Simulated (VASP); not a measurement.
Shape and ions are relaxed at each volume.

Energy against volume of SnO (litharge). The numbers are results of rev-vdW-DF2, VASP's PBE PAW potentials (set 64) (plane waves; VASP), not measurements.

```csv
V (Å³/atom),E (eV/atom)
16.823,-3.62613
17.360,-3.63202
17.897,-3.63442
18.434,-3.63375
18.970,-3.63080
```

Problem. Fit a third-order Birch-Murnaghan equation of state.

Solution. 
```json
{
  "volume_per_atom": "18.04 Å³/atom",
  "bulk_modulus": "27.8 GPa",
  "pressure_derivative_of_the_bulk_modulus": "5.83"
}
```

The compound is SnO in the litharge structure. It was relaxed first.
